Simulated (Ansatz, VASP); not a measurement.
NaLaMnMoO6: VASP beside Ansatz

```xyz
10
Lattice="5.0050 -0.0066 0.0103 -0.2346 5.5731 0.0069 -0.9100 -2.7677 5.0143" Properties=species:S:1:pos:R:3 pbc="T T T"
Na    1.8831    1.9118    0.3839
La   -0.5951    1.7975    3.4447
Mn    1.8360   -0.8898    2.0426
Mo    4.0140    4.5233    1.5424
O     2.6172    1.1207    4.9975
O     2.8994    3.5834    2.7867
O     3.1056    0.4885    1.8791
O     0.4519    3.1820    1.8454
O     0.7831   -0.1367    0.5874
O     0.3632   -0.2200    3.1729
```

Change from the starting cell: volume scaled by 0.94.

Alike in both runs: task single point; functional PBE; k mesh 6 × 6 × 5; occupations fermi-dirac, width 0.05 eV; collinear spin, ferromagnetic start.

|  | VASP | Ansatz |
| --- | --- | --- |
| version | VASP 6.6.1 | Ansatz 0.2.0 |
| potentials or method | VASP PAW PBE potentials, release 64 (Na_pv, La, Mn_pv, Mo_sv, O) | Ansatz PAW |
| plane-wave cutoff (eV) | 520 | 420 |
| valence electrons in the cell | 81 | 85 |

```csv
,VASP,Ansatz,Ansatz less VASP
gap on the k mesh at the Fermi level (eV),0.93,0.94,+0.009
least direct gap on the mesh (eV),1.15,1.16,+0.008
pressure (GPa),10.0,9.7,-0.30
largest component of the traceless stress (GPa),0.14,0.16,+0.024
rms of the force components (eV/Å),0.491,0.457,-0.0338
net moment per atom (μB),0.30,0.30,0.000
size of the moment on the site where the two differ most (μB),2.93,2.52,-0.409
```

Site moments also hang on the region over which each program counts them. Atom by atom the forces differ by 0.046 eV/Å (rms over components). The two sets of potentials don't hold the same shells in valence.

Caveats: spin-orbit coupling is left out, which moves the levels of the heavy elements; a cell with one magnetic atom can't hold antiferromagnetic order, which such compounds often take; forces of over 1 eV/Å show positions far from the minimum, so gaps and moduli don't describe the material at rest; an odd mesh through Γ misses points on the zone boundary, where band edges often lie (VASP); odd divisions of the mesh miss points on the zone boundary, where band edges often lie, so the gap on the mesh can be too wide (Ansatz); the pressure holds a Pulay correction of +0.5 GPa for the finite cutoff (Ansatz); the starting moments weren't kept (Ansatz).
